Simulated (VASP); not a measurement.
Input:

```cif
data_BrCs
_chemical_formula_sum 'Cs1 Br1'
_space_group_name_H-M_alt 'Pm-3m'
_space_group_IT_number 221
_space_group_name_Hall '-P 4 2 3'
_cell_length_a 4.32933
_cell_length_b 4.32933
_cell_length_c 4.32933
_cell_angle_alpha 90.000
_cell_angle_beta 90.000
_cell_angle_gamma 90.000
loop_
_atom_site_label
_atom_site_type_symbol
_atom_site_symmetry_multiplicity
_atom_site_Wyckoff_symbol
_atom_site_fract_x
_atom_site_fract_y
_atom_site_fract_z
_atom_site_occupancy
Cs1 Cs 1 a 0.00000 0.00000 0.00000 1
Br1 Br 1 b 0.50000 0.50000 0.50000 1
```

The numbers are results of PBE GGA with D4 dispersion, VASP's PBE PAW potentials (set 64) (plane waves; VASP), not measurements. Settings: 520 eV cut-off, 6×6×6 Γ-centred mesh, Gaussian smearing of 0.050 eV, potentials Cs_sv Br.

Q: Give the energy at these volumes per atom, relative to the lowest: 38.09, 39.30, 40.52, 41.74, 42.95 Å³.

A: 7.6, 1.8, 0.0, 1.4, 5.4 meV/atom. A third-order Birch-Murnaghan fit gives B0 = 14.0 GPa and B0′ = 5.1.

The compound is CsBr in the CsCl type structure. It was relaxed first.
